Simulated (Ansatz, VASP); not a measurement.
# Cross-check of Cs2AgBiBr6 between VASP and Ansatz, part 2 of 2

Wanted: the spread between two codes on one cell, functional and k mesh. The cell is taken from a series of runs on this material, whose earlier steps may have relaxed, scaled, displaced or heated it; both programs get it as it stands.

VASP 6.6.1 and Ansatz 0.2.0.

So far: The starting structure; VASP: dielectric response, PBE.

### 3. Ansatz: dielectric response, PBE

Level of this step: Ansatz beside VASP: Kohn-Sham DFT, plane waves, PBE (Ansatz).

Ansatz runs on its PAW soft_1 files.

The same cell, functional and mesh now go to Ansatz, which takes its cutoff from its data sets.

Input file input.yaml:

```yaml
crystal:
  lattice:
    - [0.0, 5.744148, 5.744148]
    - [5.744148, 0.0, 5.744148]
    - [5.744148, 5.744148, 0.0]
  atoms:
    - { symbol: Cs, position: [0.75, 0.75, 0.75] }
    - { symbol: Cs, position: [0.25, 0.25, 0.25] }
    - { symbol: Ag, position: [0.5, 0.5, 0.5] }
    - { symbol: Bi, position: [0.0, 0.0, 0.0] }
    - { symbol: Br, position: [0.749194, 0.250806, 0.250806] }
    - { symbol: Br, position: [0.250806, 0.250806, 0.749194] }
    - { symbol: Br, position: [0.250806, 0.749194, 0.749194] }
    - { symbol: Br, position: [0.250806, 0.749194, 0.250806] }
    - { symbol: Br, position: [0.749194, 0.250806, 0.749194] }
    - { symbol: Br, position: [0.749194, 0.749194, 0.250806] }
kpoints:
  mp_grid: { grid: [4, 4, 4] }
hamiltonian:
  xc: pbe
  pseudopotentials: { kind: paw, azcp: { folder: soft_1 } }
scf:
  occupations: { method: fixed }
dielectric: {}
```

On the command line:

```
$ ansatz run input.yaml --threads 3 --pin off --max-ram 92160MiB --backend cuda --events-out ev --progress --plain --runs-dir out --devices 1 --max-vram 13GiB
```

Numbers of over 12 decimals in the logs are rounded to 6 here.

What it wrote:

```text
GPUs: using 1 of 1 available (devices: 1).
Engine: ansatz 0.2.0, x86_64-unknown-linux-gnu
Pseudopotentials: kind: paw
Pseudopotential: Cs, paw, valence charge 9, recommended cutoff 420 eV (normal), soft_1/Cs.paw.azcp
Pseudopotential: Ag, paw, valence charge 19, recommended cutoff 420 eV (normal), soft_1/Ag.paw.azcp
Pseudopotential: Bi, paw, valence charge 15, recommended cutoff 420 eV (normal), soft_1/Bi.paw.azcp
Pseudopotential: Br, paw, valence charge 7, recommended cutoff 420 eV (normal), soft_1/Br.paw.azcp
Functional definition: PBE
  parameter kappa = 0.804
  parameter beta = 0.066725
  exchange = pbe_x(kappa = kappa, mu = beta*pi^2/3)
  correlation = pbe_c(beta = beta)
device memory: the entry about to start is reckoned to put 4.8 GiB on a device that reports 50.7 GiB free (of which the cap on the GPU budget leaves the run 13.0 GiB)
GPU FFT provider: cuFFT
GPU libraries: cuBLAS 13.8.2, cuFFT 12.4.0, cuSOLVER 12.3.4
Crystal: 10 atoms, lattice volume = 379.059 Å³
Basis set: ecut = 420 eV, 7391 PW (Γ), exchange–correlation on 120×120×120 points (8 copies of the dense FFT grid, shifted against one another)
Bands: 57, of which v1, the nominal top of the filled ones, is band 47 counted from 1 (46 counted from 0)
Symmetry: 48 space group operations
k-points: 13 of 64 (irreducible under 8 space group operations, time reversal used)
Non-local potential: Cs, projectors of the file, l = 0: 3, l = 1: 2, l = 2: 2, l = 3: 2
Non-local potential: Ag, projectors of the file, l = 0: 3, l = 1: 2, l = 2: 2, l = 3: 1
Non-local potential: Bi, projectors of the file, l = 0: 2, l = 1: 2, l = 2: 2, l = 3: 1
Non-local potential: Br, projectors of the file, l = 0: 2, l = 1: 2, l = 2: 2
PAW form: soft (Blöchl's): semilocal exchange-correlation on the pseudo side does not see the compensation charge
PAW one-centre angular grid: Cs, 194 points (default); XC on 64 Gauss nodes
PAW one-centre angular grid: Ag, 590 points (default); XC on 64 Gauss nodes
PAW one-centre angular grid: Bi, 590 points (default); XC on 64 Gauss nodes
PAW one-centre angular grid: Br, 110 points (default); XC on 64 Gauss nodes
Initial density: superposition of atomic densities (chi_scale 0.1, normalization cell, long waves kept (reshape's long-wave potential 0.00 eV rms))
Initial wavefunctions: pseudopotential atomic-orbital guess
GPU buffer pool allocated for 216000 grid points (all kernels)
GPU transforms: local potential and band sums: pruned to the plane-wave sphere, on 60×60×60
Functional: x = pbe(κ = 0.804, μ = 0.219515), c = pbe(β = 0.066725)
SCF iter   1: F=—  HF=-48044.704655 eV  |F-HF|=—  |Δ(HF+E_count)|=         —  Δρ=2.81e-2  dr2=6.02e0  ethr=3.10e-3  ⟨swp⟩=5.0  Hψ=2477  notcnv=0  defer=76
preconditioner: auto → Resta (q_TF=auto, 2.163 Å⁻¹)  ε∞=3.7  [insulator: Δε(μ)=1.520 eV  Ē_g=9.909 eV  n_scr=58 (ndim 8)  ℏωp=16.2 eV  f_vac=0.014  ε∞_Penn≈3.7]
SCF iter   2: F=—  HF=-48042.911738 eV  |F-HF|=—  |Δ(HF+E_count)|=    1.79e0  Δρ=1.16e-2  dr2=1.32e0  ethr=3.10e-3  ⟨swp⟩=3.0  Hψ=1537  notcnv=0  defer=95
SCF iter   3: F=—  HF=-48042.410340 eV  |F-HF|=—  |Δ(HF+E_count)|=   5.01e-1  Δρ=5.25e-3  dr2=2.87e-1  ethr=1.40e-3  ⟨swp⟩=2.2  Hψ=1270  notcnv=0  defer=95
SCF iter   4: F=—  HF=-48042.288755 eV  |F-HF|=—  |Δ(HF+E_count)|=   1.22e-1  Δρ=2.03e-3  dr2=3.29e-2  ethr=3.05e-4  ⟨swp⟩=3.0  Hψ=1317  notcnv=0  defer=99
SCF iter   5: F=—  HF=-48042.283237 eV  |F-HF|=—  |Δ(HF+E_count)|=   5.52e-3  Δρ=7.63e-4  dr2=2.61e-3  ethr=3.51e-5  ⟨swp⟩=2.9  Hψ=1282  notcnv=0  defer=99
SCF iter   6: F=—  HF=-48042.283613 eV  |F-HF|=—  |Δ(HF+E_count)|=   3.76e-4  Δρ=1.33e-4  dr2=1.11e-4  ethr=2.78e-6  ⟨swp⟩=2.0  Hψ=1361  notcnv=0  defer=101
SCF iter   7: F=—  HF=-48042.283654 eV  |F-HF|=—  |Δ(HF+E_count)|=   4.13e-5  Δρ=6.12e-5  dr2=1.45e-5  ethr=1.18e-7  ⟨swp⟩=2.0  Hψ=1231  notcnv=0  defer=99
SCF iter   8: F=—  HF=-48042.284119 eV  |F-HF|=—  |Δ(HF+E_count)|=   4.65e-4  Δρ=1.10e-5  dr2=4.86e-7  ethr=1.55e-8  ⟨swp⟩=2.0  Hψ=1274  notcnv=0  defer=90
SCF iter   9: F=—  HF=-48042.284120 eV  |F-HF|=—  |Δ(HF+E_count)|=   8.49e-7  Δρ=2.33e-6  dr2=2.71e-8  ethr=5.17e-10  ⟨swp⟩=2.0  Hψ=1283  notcnv=0  defer=90
SCF iter  10: F=—  HF=-48042.284120 eV  |F-HF|=—  |Δ(HF+E_count)|=   2.97e-8  Δρ=7.57e-7  dr2=2.60e-9  ethr=2.88e-11  ⟨swp⟩=2.0  Hψ=1231  notcnv=0  defer=90
SCF iter  11: F=—  HF=-48042.284120 eV  |F-HF|=—  |Δ(HF+E_count)|=   2.60e-9  Δρ=1.66e-7  dr2=1.86e-10  ethr=2.77e-12  ⟨swp⟩=2.0  Hψ=1267  notcnv=0  defer=90
SCF iter  12: F=-48042.284120 eV  HF=-48042.284120 eV  |F-HF|=7.28e-11  |Δ(HF+E_count)|=  3.20e-10  Δρ=4.94e-8  dr2=1.52e-11  ethr=1.00e-12  ⟨swp⟩=17.2  Hψ=3541  notcnv=0
SCF 1 converged in 12 iterations: F = -48042.284120 eV  dr2 = 1.52e-11
  greatest PAW one-centre occupation: 1.001 electrons in one spin orbital (limit 2), on the Ag atom at site 2 (counted from 0), in its partial waves of l = 0
the response reads at least the filled bands of the reference SCF and the lowest empty band at each k-point, and that SCF's band table does not vouch for those bands. The notice of the band table in this run's record says why
device memory: the entry about to start is reckoned to put 1.4 GiB on a device that reports 50.6 GiB free (of which the cap on the GPU budget leaves the run 12.9 GiB)
NSCF: frozen V_eff on 1 k-points
[...]
DFPT response loops at Γ: preconditioner auto → Resta (q_TF=auto, 2.163 Å⁻¹)  ε∞=6.7 (no band partly filled); β = 1.00, the filter's whole step (`scf.mixing.beta` (0.50) is not read by the response loops at its default; to damp them type it under 1.00, their step now; it binds the ground state too); Broyden in place of MSR1
── the response to a field inside a basis, on 4×4×4 k-points: an SCF that follows is theirs, and a resumed run solves both again ──
device memory: the entry about to start is reckoned to put 0.9 GiB on a device that reports 50.4 GiB free (of which the cap on the GPU budget leaves the run 12.9 GiB)
GPU FFT provider: cuFFT
GPU libraries: cuBLAS 13.8.2, cuFFT 12.4.0, cuSOLVER 12.3.4
Bands: 48, of which v1, the nominal top of the filled ones, is band 47 counted from 1 (46 counted from 0)
k-points: 10 of 64 (irreducible under 12 space group operations)
Initial density: handed on by an earlier stage of this run
Initial wavefunctions: pseudopotential atomic-orbital guess (no wavefunctions were taken with the density)
GPU buffer pool allocated for 216000 grid points (all kernels)
GPU transforms: band sums: pruned to the plane-wave sphere, on 60×60×60
Eigensolver: Dense (10 Hₖ)
SCF iter   1: F=—  HF=-48041.819798 eV  |F-HF|=—  |Δ(HF+E_count)|=         —  Δρ=3.28e-4  dr2=2.55e-4  ethr=1.00e-1
preconditioner: auto → Resta (q_TF=auto, 2.163 Å⁻¹)  ε∞=6.0  [insulator: Δε(μ)=1.603 eV  Ē_g=7.269 eV  n_scr=58 (ndim 8)  ℏωp=16.2 eV  f_vac=0.051  ε∞_Penn≈6.0]
SCF iter   2: F=—  HF=-48041.819847 eV  |F-HF|=—  |Δ(HF+E_count)|=   4.93e-5  Δρ=1.68e-4  dr2=8.39e-5  ethr=2.71e-7
SCF iter   3: F=—  HF=-48041.819895 eV  |F-HF|=—  |Δ(HF+E_count)|=   4.73e-5  Δρ=7.01e-5  dr2=1.63e-5  ethr=8.93e-8
SCF iter   4: F=—  HF=-48041.819902 eV  |F-HF|=—  |Δ(HF+E_count)|=   6.88e-6  Δρ=1.27e-5  dr2=9.97e-7  ethr=1.74e-8
SCF iter   5: F=—  HF=-48041.819903 eV  |F-HF|=—  |Δ(HF+E_count)|=   1.63e-6  Δρ=3.91e-6  dr2=1.13e-7  ethr=1.06e-9
SCF iter   6: F=-48041.819903 eV  HF=-48041.819903 eV  |F-HF|=3.65e-9  |Δ(HF+E_count)|=   1.39e-7  Δρ=1.02e-6  dr2=1.56e-8  ethr=1.20e-10
SCF 1 converged in 6 iterations: F = -48041.819903 eV  dr2 = 1.56e-8
device memory: the entry about to start is reckoned to put 0.1 GiB (of the 0.2 GiB reckoned in all, the device holds 0.1 GiB already) on a device that reports 56.2 GiB free (of which the cap on the GPU budget leaves the run 12.8 GiB)
device memory: the entry about to start is reckoned to put 5.3 GiB (of the 5.4 GiB reckoned in all, the device holds 0.1 GiB already) on a device that reports 58.1 GiB free (of which the cap on the GPU budget leaves the run 12.4 GiB)
DFPT response loops at Γ: preconditioner auto → Resta (q_TF=auto, 2.163 Å⁻¹)  ε∞=6.1 (no band partly filled); β = 1.00, the filter's whole step (`scf.mixing.beta` (0.50) is not read by the response loops at its default; to damp them type it under 1.00, their step now; it binds the ground state too); Broyden in place of MSR1
SCF converged after 12 iterations
Free energy (F): -48042.284120 eV
Harris-Foulkes:  -48042.284120 eV  (|F-HF|=7.28e-11)
Internal energy: -48042.284120 eV  (E = F + TS)
E sigma→0 (E₀):  -48042.284120 eV
Fermi energy:    3.575782 eV
--- Per-component energies (eV) ---
  E_band       = -852.944068
  E_kinetic    = 1794.444808
  E_local      = -8057.116504  (includes V_loc(G=0)·N_el)
  E_nonlocal   = 797.133207
  E_hartree    = 3355.254448
  E_xc         = -1850.521456
  E_vxc        = -1259.302664  (∫ρ·V_xc dr)
  E_paw        = -38620.766420  (= ΣΔE_a)
  E_vpaw       = -838.612415  (= ΣTr[D̂ρ^β])
  E_aug_tail   = 0.000597  (compensation charges beyond the density's cutoff)
  E_ewald      = -5460.712800
  E_smearing   = -0.000000  (= −TS)
  E_closure    = -0.000000  (closes the sum)
  Σ components = -48042.284120   (vs F -48042.284120, Δ=0.00e0)
--- Band table (eV; the first three rows and the last of 13) ---
  k-point 0: bands = [... 43 lower, 2.5982, 2.5982, 3.0117, 3.0117, 5.9403, 5.9403, 5.9403, 7.2839, ... 6 higher]
  k-point 1: bands = [... 43 lower, 2.3292, 2.5110, 2.6854, 2.6854, 5.4091, 6.5403, 6.5403, 7.8451, ... 6 higher]
  k-point 2: bands = [... 43 lower, 2.3280, 2.3398, 2.5268, 2.5268, 4.9177, 7.1391, 7.1391, 8.6255, ... 6 higher]
  k-point 12: bands = [... 43 lower, 2.3753, 2.3753, 2.4936, 3.4895, 6.1697, 6.5389, 6.5389, 8.6708, ... 6 higher]
--- Dielectric response (ions clamped): 3 representative field directions + reference, inside a basis on a mesh of 64 k-points (Σ response iterations 15) ---
  ε∞ (high-frequency dielectric tensor):
        4.847179    -0.000000     0.000000
       -0.000000     4.847179    -0.000000
        0.000000    -0.000000     4.847179
  Born effective charges Z* (e; rows j = field, columns β = displacement):
    site 0:
         1.34159    0.00000    0.00000
         0.00000    1.34159    0.00000
         0.00000    0.00000    1.34159
    site 1:
         1.34159    0.00000    0.00000
         0.00000    1.34159    0.00000
         0.00000    0.00000    1.34159
    site 2:
         1.94850   -0.00000    0.00000
         0.00000    1.94850    0.00000
         0.00000    0.00000    1.94850
    site 3:
         4.72705   -0.00000   -0.00000
        -0.00000    4.72705   -0.00000
        -0.00000   -0.00000    4.72705
    site 4:
        -3.16978   -0.00000    0.00000
         0.00000   -0.75479    0.00000
         0.00000    0.00000   -0.75479
    site 5:
        -0.75479    0.00000    0.00000
        -0.00000   -0.75479    0.00000
        -0.00000   -0.00000   -3.16978
    site 6:
        -3.16978   -0.00000    0.00000
         0.00000   -0.75479    0.00000
         0.00000    0.00000   -0.75479
    site 7:
        -0.75479   -0.00000    0.00000
         0.00000   -3.16978    0.00000
         0.00000    0.00000   -0.75479
    site 8:
        -0.75479   -0.00000    0.00000
         0.00000   -3.16978    0.00000
         0.00000    0.00000   -0.75479
    site 9:
        -0.75479    0.00000    0.00000
        -0.00000   -0.75479    0.00000
         0.00000   -0.00000   -3.16978
  Z* charge neutrality: 2.285e-3 e pre-enforcement
  solved inside a basis spanned on kpoints, on 4×4×4 k-points, its susceptibility summed on 8×8×8: ε∞ is read to err by 2.7e-2, Z* by 3.5e-2 e (field_mesh: kpoints solves on kpoints); Z* is corrected for what the basis lacks
```

### 4. Differences

Known differences besides the potentials themselves: fixed occupations in Ansatz, narrow Gaussian smearing in VASP; VASP's response is taken on the typed mesh, Ansatz refines its own for the field response alone; the data sets hold 94 valence electrons in Ansatz (on its PAW soft_1 files) and 86 in VASP; the cutoff is 420 eV in Ansatz and 400 eV in VASP. Total energies have different zeros and are not compared.

Compared:

```tsv
quantity	Ansatz	VASP	difference
ε∞ xx	4.85	4.88	-0.63 %
ε∞ yy	4.85	4.88	-0.63 %
ε∞ zz	4.85	4.88	-0.63 %
Born charge of Cs1 (mean of the diagonal) (e)	1.34	1.34	0.00
Born charge of Ag3 (mean of the diagonal) (e)	1.95	1.95	0.00
Born charge of Bi4 (mean of the diagonal) (e)	4.73	4.72	+0.01
Born charge of Br5 (mean of the diagonal) (e)	-1.56	-1.56	0.00
```

### 5. Summary of results

| Item | Value |
| --- | --- |
| difference in ε∞ xx (dielectric response, PBE) | -0.63 % |

The difference in ε∞ xx is -0.63 % (dielectric response, PBE), within the 5 % picked in this series as the mark of a large difference. The data sets hold unlike numbers of valence electrons (94 in Ansatz and 86 in VASP), so part of the differences may come from the potentials. Such differences can come from data sets, numerical settings and the points named under the comparisons, not from the functional's error against experiment.

[Lines on the potential files, build, host, timing and source positions are cut from VASP's logs without a mark.]

[Logs are printed without paths, hosts, clocks, repeated set-up lines and the standing remarks that a program may print on its own settings, such as how far it seeks lower states.]

[Hosts, paths, dates, database ids (printed as entryN), source tags and the programs' standing remarks are cut or masked in the printed files.]
